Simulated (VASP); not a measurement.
# Lattice vibrations of ZrB2, part 4 of 4

Aim: the phonon dispersion and thermal properties of ZrB2. The start is a cell from a database of measured crystal structures.

VASP 6.6.1; PBEsol; plane waves and PAW (Zr_sv, B).

So far. Step 2 (Relax the host): The run ended after 4 ionic steps, 0.006 eV below its first step, once forces and stress met EDIFFG = -0.02. Step 3 (Tight relaxation): The run ended after 4 ionic steps, 0.000 eV below its first step, once forces and stress met EDIFFG = -0.002.

## 4. Force constants in the supercell (continued)

OUTCAR, selected parts (step 4):

```text
  LATTYP: Found a hexagonal cell.
 ALAT       =     9.4643549004
 C/A-ratio  =     0.7415687664

The static configuration has the point symmetry D_6h.

 Found     12 irreducible k-points:

   k-points           NKPTS =     12   k-points in BZ     NKDIM =     12   number of bands    NBANDS=    200

   dimension x,y,z NGX =    64 NGY =   64 NGZ =   48
   dimension x,y,z NGXF=   128 NGYF=  128 NGZF=   96

   ENCUT  =  390.0 eV  28.66 Ry    5.35 a.u.  15.24 15.24 11.30*2*pi/ulx,y,z

   NELECT =     324.0000    total number of electrons

 E-fermi :  10.6925

 k-point     1 :       0.0000    0.0000    0.0000
  band No.  band energies     occupation
    ...
    157       8.5087      2.00000
    158       8.5087      2.00000
    159       8.5090      2.00000
    160       9.6591      2.00000
    161       9.6591      2.00000
    162      10.9078     -0.06271
    163      10.9078     -0.06271
    164      11.3878     -0.00001
    165      11.3878     -0.00001
    166      12.1975     -0.00000
    ...

 k-point     2 :       0.2500    0.0000    0.0000
  band No.  band energies     occupation
    ...
    157       8.9975      2.00000
    158       9.0255      2.00000
    159       9.0256      2.00000
    160       9.0941      2.00000
    161       9.0945      2.00000
    162      10.8584      0.00554
    163      11.1459     -0.00615
    164      11.1460     -0.00614
    165      11.5878     -0.00000
    166      11.7017     -0.00000
    ...

  energy-cutoff  :      390.00
  volume of cell :      544.45
      direct lattice vectors                 reciprocal lattice vectors
     9.464354900  0.000000000  0.000000000     0.105659605  0.061002601  0.000000000
    -4.732177450  8.196371774  0.000000000     0.000000000  0.122005203  0.000000000
     0.000000000  0.000000000  7.018469988     0.000000000  0.000000000  0.142481196

 POSITION                                       TOTAL-FORCE (eV/Angst)
 -----------------------------------------------------------------------------------
      0.00000      0.00000      0.00000        -0.011872     -0.006854     -0.019442
      0.00000      0.00000      3.50923         0.011113      0.006416     -0.018770
     -1.57739      2.73212      0.00000        -0.001855      0.001071     -0.000075
     -1.57739      2.73212      3.50923         0.002036     -0.001175     -0.000098
     -3.15478      5.46425      0.00000        -0.000000     -0.002142     -0.000075
     -3.15478      5.46425      3.50923        -0.000000      0.002351     -0.000098
      3.15478      0.00000      0.00000         0.011872     -0.006854     -0.019442
      3.15478      0.00000      3.50923        -0.011113      0.006416     -0.018770
      1.57739      2.73212      0.00000        -0.000000      0.013709     -0.019442
      1.57739      2.73212      3.50923         0.000000     -0.012833     -0.018770
     -0.00000      5.46425      0.00000         0.000329      0.000190      0.000560
     -0.00000      5.46425      3.50923        -0.000339     -0.000196      0.000544
      6.30957      0.00000      0.00000        -0.000000     -0.000380      0.000560
      6.30957      0.00000      3.50923        -0.000000      0.000392      0.000544
      4.73218      2.73212      0.00000         0.001855      0.001071     -0.000075
      4.73218      2.73212      3.50923        -0.002036     -0.001175     -0.000098
      3.15478      5.46425      0.00000        -0.000329      0.000190      0.000560
      3.15478      5.46425      3.50923         0.000339     -0.000196      0.000544
      1.57739      0.91071      1.73962        -0.000000      0.000000      0.183387
      1.57739      0.91071      5.26385        -0.000000      0.000000     -0.012550
      0.00000      3.64283      1.75462        -0.000448      0.000834     -0.002161
      0.00000      3.64283      5.26385        -0.000482      0.000852     -0.001466
     -1.57739      6.37496      1.75462         0.000499     -0.000805     -0.002161
     -1.57739      6.37496      5.26385         0.000497     -0.000843     -0.001466
      4.73218      0.91071      1.75462         0.000946     -0.000029     -0.002161
      4.73218      0.91071      5.26385         0.000979     -0.000009     -0.001466
      3.15478      3.64283      1.75462         0.000448      0.000834     -0.002161
      3.15478      3.64283      5.26385         0.000482      0.000852     -0.001466
      1.57739      6.37496      1.75462        -0.000000      0.000000     -0.000514
      1.57739      6.37496      5.26385        -0.000000      0.000000     -0.000968
      7.88696      0.91071      1.75462        -0.000946     -0.000029     -0.002161
      7.88696      0.91071      5.26385        -0.000979     -0.000009     -0.001466
      6.30957      3.64283      1.75462        -0.000000      0.000000     -0.000505
      6.30957      3.64283      5.26385        -0.000000      0.000000     -0.000969
      4.73218      6.37496      1.75462        -0.000499     -0.000805     -0.002161
      4.73218      6.37496      5.26385        -0.000497     -0.000843     -0.001466
      0.00000      1.82142      1.75462        -0.000845      0.000488     -0.012211
      0.00000      1.82142      5.26385        -0.000961      0.000555      0.002180
[...]
-----------------------------------------------------------------------------------
[...]
-0.000000  5.464248  0.000000     0.000000    0.000000   -0.000000
     -0.000000  5.464248  3.509235     0.000000    0.000000    0.000000
      6.309570  0.000000  0.000000     0.000000   -0.000000    0.000000
      6.309570  0.000000  3.509235     0.000000   -0.000000   -0.000000
      4.732177  2.732124  0.000000     0.000000   -0.000000   -0.000000
      4.732177  2.732124  3.509235    -0.000000   -0.000000    0.000000
      3.154785  5.464248  0.000000     0.000000    0.000000    0.000000
      3.154785  5.464248  3.509235    -0.000000    0.000000    0.000000
      1.577392  0.910708  1.754617     0.166667   -0.000000    0.000000
      1.577392  0.910708  5.263852    -0.166667    0.000000    0.000000
      0.000000  3.642832  1.754617     0.166667   -0.000000   -0.000000
      0.000000  3.642832  5.263852    -0.166667    0.000000    0.000000
     -1.577392  6.374956  1.754617     0.166667   -0.000000    0.000000
     -1.577392  6.374956  5.263852    -0.166667    0.000000   -0.000000
      4.732177  0.910708  1.754617     0.166667   -0.000000   -0.000000
      4.732177  0.910708  5.263852    -0.166667    0.000000   -0.000000
      3.154785  3.642832  1.754617     0.166667   -0.000000    0.000000
      3.154785  3.642832  5.263852    -0.166667    0.000000   -0.000000
      1.577392  6.374956  1.754617     0.166667   -0.000000    0.000000
      1.577392  6.374956  5.263852    -0.166667    0.000000   -0.000000
      7.886962  0.910708  1.754617     0.166667   -0.000000    0.000000
      7.886962  0.910708  5.263852    -0.166667    0.000000    0.000000
      6.309570  3.642832  1.754617     0.166667   -0.000000   -0.000000
      6.309570  3.642832  5.263852    -0.166667    0.000000    0.000000
      4.732177  6.374956  1.754617     0.166667   -0.000000    0.000000
      4.732177  6.374956  5.263852    -0.166667    0.000000    0.000000
      0.000000  1.821416  1.754617    -0.166667    0.000000    0.000000
      0.000000  1.821416  5.263852     0.166667   -0.000000   -0.000000
[...]
3.154785  7.285664  1.754617    -0.166667    0.000000   -0.000000
      3.154785  7.285664  5.263852     0.166667   -0.000000    0.000000

   2 f  =   23.822197 THz   149.679279 2PiTHz  794.622965 cm-1    98.520647 meV
             X         Y         Z           dx          dy          dz
      0.000000  0.000000  0.000000    -0.000000    0.000000   -0.000000
      0.000000  0.000000  3.509235    -0.000000    0.000000   -0.000000
     -1.577392  2.732124  0.000000     0.000000   -0.000000    0.000000
     -1.577392  2.732124  3.509235     0.000000    0.000000   -0.000000
     -3.154785  5.464248  0.000000    -0.000000   -0.000000   -0.000000
     -3.154785  5.464248  3.509235    -0.000000   -0.000000    0.000000
      3.154785  0.000000  0.000000    -0.000000    0.000000    0.000000
      3.154785  0.000000  3.509235    -0.000000    0.000000   -0.000000
      1.577392  2.732124  0.000000     0.000000    0.000000   -0.000000
      1.577392  2.732124  3.509235    -0.000000    0.000000   -0.000000
     -0.000000  5.464248  0.000000     0.000000   -0.000000   -0.000000
     -0.000000  5.464248  3.509235     0.000000   -0.000000   -0.000000
      6.309570  0.000000  0.000000     0.000000    0.000000    0.000000
      6.309570  0.000000  3.509235     0.000000    0.000000    0.000000
      4.732177  2.732124  0.000000    -0.000000    0.000000    0.000000
      4.732177  2.732124  3.509235     0.000000    0.000000   -0.000000
      3.154785  5.464248  0.000000     0.000000   -0.000000    0.000000
      3.154785  5.464248  3.509235     0.000000   -0.000000   -0.000000
      1.577392  0.910708  1.754617     0.000000    0.166667    0.000000
      1.577392  0.910708  5.263852    -0.000000   -0.166667    0.000000
      0.000000  3.642832  1.754617     0.000000    0.166667    0.000000
      0.000000  3.642832  5.263852    -0.000000   -0.166667   -0.000000
     -1.577392  6.374956  1.754617     0.000000    0.166667    0.000000
     -1.577392  6.374956  5.263852    -0.000000   -0.166667    0.000000
      4.732177  0.910708  1.754617     0.000000    0.166667    0.000000
      4.732177  0.910708  5.263852    -0.000000   -0.166667   -0.000000
      3.154785  3.642832  1.754617     0.000000    0.166667    0.000000
      3.154785  3.642832  5.263852    -0.000000   -0.166667    0.000000
      1.577392  6.374956  1.754617     0.000000    0.166667    0.000000
      1.577392  6.374956  5.263852    -0.000000   -0.166667   -0.000000
      7.886962  0.910708  1.754617     0.000000    0.166667    0.000000
      7.886962  0.910708  5.263852    -0.000000   -0.166667    0.000000
      6.309570  3.642832  1.754617     0.000000    0.166667    0.000000
      6.309570  3.642832  5.263852    -0.000000   -0.166667    0.000000
      4.732177  6.374956  1.754617     0.000000    0.166667    0.000000
      4.732177  6.374956  5.263852    -0.000000   -0.166667    0.000000
      0.000000  1.821416  1.754617    -0.000000   -0.166667    0.000000
      0.000000  1.821416  5.263852     0.000000    0.166667    0.000000
[...]
3.154785  7.285664  1.754617    -0.000000   -0.166667    0.000000
      3.154785  7.285664  5.263852     0.000000    0.166667    0.000000

   3 f  =   23.506773 THz   147.697410 2PiTHz  784.101543 cm-1    97.216157 meV
             X         Y         Z           dx          dy          dz
    [... 9114 further lines ...]
      4.732177  4.553540  5.263852    -0.036484    0.063342   -0.000000
      3.154785  7.285664  1.754617    -0.036484    0.063342   -0.000000
      3.154785  7.285664  5.263852    -0.036484    0.063342   -0.000000

 ELASTIC MODULI CONTR FROM IONIC RELAXATION (kBar)
 Direction    XX          YY          ZZ          XY          YZ          ZX
 --------------------------------------------------------------------------------
 XX           0.0000      0.0000      0.0000      0.0000      0.0000      0.0000
 YY           0.0000      0.0000      0.0000      0.0000      0.0000      0.0000
 ZZ           0.0000      0.0000      0.0000      0.0000      0.0000      0.0000
 XY           0.0000      0.0000      0.0000      0.0000      0.0000      0.0000
 YZ           0.0000      0.0000      0.0000      0.0000      0.0000      0.0000
 ZX           0.0000      0.0000      0.0000      0.0000      0.0000      0.0000
 --------------------------------------------------------------------------------

[... 1 part as in an earlier step ...]

[... 7 further parts left out ...]
```

The last energy, forces, stress and levels in OUTCAR belong to the last displaced cell, not to the cell of POSCAR.

Numbers from this step:

| Quantity | Value |
| --- | --- |
| electrons | 324 |
| lowest frequency | -8.83e-6 cm⁻¹ |
| highest frequency | 794.6 cm⁻¹ |
| dynamically stable | yes |
| zero point energy | 91.48 meV/atom |
| heat capacity 300 | 15.88 J/K/mol of atoms |
| entropy 300 | 11.81 J/K/mol of atoms |

No long-range dipole term. Phonon branches along the path, in cm⁻¹:

```
          point  branch 1  branch 2  branch 3  branch 4  branch 5  branch 6  branch 7  branch 8  branch 9
              Γ         0         0         0       461       461       483       550       782       782
0.47 of the way       164       164       224       480       508       537       561       757       791
              M       233       243       286       520       542       557       710       713       739
0.47 of the way       246       246       283       542       553       555       682       716       745
              K       251       270       270       548       548       632       659       659       763
0.47 of the way       201       203       254       507       520       563       577       753       778
              Γ         0         0         0       461       461       483       550       782       782
0.47 of the way       135       135       166       444       444       494       585       788       788
              A       216       216       245       415       415       508       625       795       795
0.47 of the way       230       231       233       466       525       527       617       767       783
              L       232       251       255       518       555       601       681       725       735
0.47 of the way       234       255       258       552       562       596       676       705       741
              H       237       261       261       580       580       624       661       661       747
0.53 of the way       230       235       238       488       532       544       614       762       776
              A       216       216       245       415       415       508       625       795       795
      jump to L       232       251       255       518       555       601       681       725       735
0.47 of the way       238       243       269       519       550       581       694       726       731
              M       233       243       286       520       542       557       710       713       739
      jump to K       251       270       270       548       548       632       659       659       763
0.47 of the way       245       266       266       562       562       628       660       660       756
              H       237       261       261       580       580       624       661       661       747
```

The phonon branches as a text plot (rows in cm⁻¹):

```
    778 |******     *  ****************          *****
    745 |   ******** ****             ************    ***********
    712 |      ****  *                   ***          ******
    679 |        ***                     **** *       ***
    646 |     *     ***                 *    **             *****
    613 |          * * *        ***********  **********      ****
    579 |    *                **      *    ****  *     ***    ***
    546 |**** ****************        ******   ***    ********
    513 |  ******      ***      ****** ***       ***********
    480 |*****          ********    ***           **
    447 |*                 *****   **              **
    414 |                       ****                **
    381 |
    348 |
    315 |
    281 |     *********                                 *******
    248 |    * **********        ********************************
    215 |   * *        * *      *********        *****
    182 |  * *          * *    **
    149 |   *            *     *
    116 | **              *   *
     83 | *                *
     50 |*                 * *
     17 |*                  *
         Γ      M   K       Γ     A      L   H      A|L   M|K   H
```

The phonon density of states has structure finer than the step of the table below, so its rows give means over 20 cm⁻¹, whole bins alone (the curve runs from -3.18 to 820 cm⁻¹). Peaks (cm⁻¹: height): 235.7: 0.0620, 562.5: 0.0370, 748.0: 0.0432, 788.0: 0.0330.

Table of phonon density of states by frequency; means over each step:

frequency (cm⁻¹), phonon density of states (states/cm⁻¹/cell) and a bar:
```
       20     0.0000 
       40     0.0001 
       60     0.0003 
       80     0.0007 
      100     0.0011 #
      120     0.0017 #
      140     0.0026 #
      160     0.0040 ##
      180     0.0065 ####
      200     0.0114 ######
      220     0.0260 ###############
      240     0.0531 ##############################
      260     0.0317 ##################
      280     0.0109 ######
      300     0.0000 
      320     0.0000 
      340     0.0000 
      360     0.0000 
      380     0.0000 
      400     0.0000 
      420     0.0008 
      440     0.0029 ##
      460     0.0071 ####
      480     0.0098 ######
      500     0.0157 #########
      520     0.0257 ###############
      540     0.0308 #################
      560     0.0326 ##################
      580     0.0221 ############
      600     0.0206 ############
      620     0.0100 ######
      640     0.0068 ####
      660     0.0090 #####
      680     0.0073 ####
      700     0.0045 ###
      720     0.0105 ######
      740     0.0295 #################
      760     0.0264 ###############
      780     0.0236 #############
      800     0.0044 ##
```

The heat capacity at constant volume by temperature:

```
temperature (K)  heat capacity at constant volume (J/K/mol of atoms)
              0                                                    0
             25                                               0.0414
             75                                                 2.16
            100                                                 3.91
            150                                                 7.42
            175                                                 9.13
            200                                                 10.8
            250                                                 13.6
            275                                                 14.8
            300                                                 15.9
            350                                                 17.6
            375                                                 18.3
            425                                                 19.5
            450                                                 20.0
            475                                                 20.4
            525                                                 21.1
            550                                                 21.4
            575                                                 21.7
            625                                                 22.1
            650                                                 22.3
            700                                                 22.7
            725                                                 22.8
            750                                                 22.9
            800                                                 23.2
            825                                                 23.3
            850                                                 23.3
            900                                                 23.5
            925                                                 23.6
            975                                                 23.7
           1000                                                 23.8
```

The vibrational entropy by temperature:

```
temperature (K)  vibrational entropy (J/K/mol of atoms)
              0                                       0
             25                                  0.0123
             75                                   0.693
            100                                    1.55
            150                                    3.80
            175                                    5.07
            200                                    6.40
            250                                    9.12
            275                                    10.5
            300                                    11.8
            350                                    14.4
            375                                    15.6
            425                                    18.0
            450                                    19.1
            475                                    20.2
            525                                    22.3
            550                                    23.3
            575                                    24.3
            625                                    26.1
            650                                    27.0
            700                                    28.6
            725                                    29.4
            750                                    30.2
            800                                    31.7
            825                                    32.4
            850                                    33.1
            900                                    34.4
            925                                    35.1
            975                                    36.3
           1000                                    36.9
```

## 5. Results

```json
{
 "highest frequency": "795 cm⁻¹",
 "lowest frequency": "-8.8e-6 cm⁻¹",
 "zero point energy": "91.5 meV/atom",
 "heat capacity 300": "15.9 J/K/mol of atoms",
 "entropy 300": "11.8 J/K/mol of atoms"
}
```

**Reading.** The spectrum reaches 795 cm⁻¹, and its lowest point lies at 0 cm⁻¹. No mode is imaginary, so the structure is a local minimum as far as this supercell can tell. Frequencies between the wave vectors that fit the supercell are interpolated.

[Lines on the potential files, build, host, timing and source positions are cut from VASP's logs without a mark.]

[Logs are printed without paths, hosts, clocks, repeated set-up lines and the standing remarks that a program may print on its own settings, such as how far it seeks lower states.]

[Hosts, paths, dates, database ids (printed as entryN), source tags and the programs' standing remarks are cut or masked in the printed files.]

[Runs that stopped without an error message from VASP are left out.]
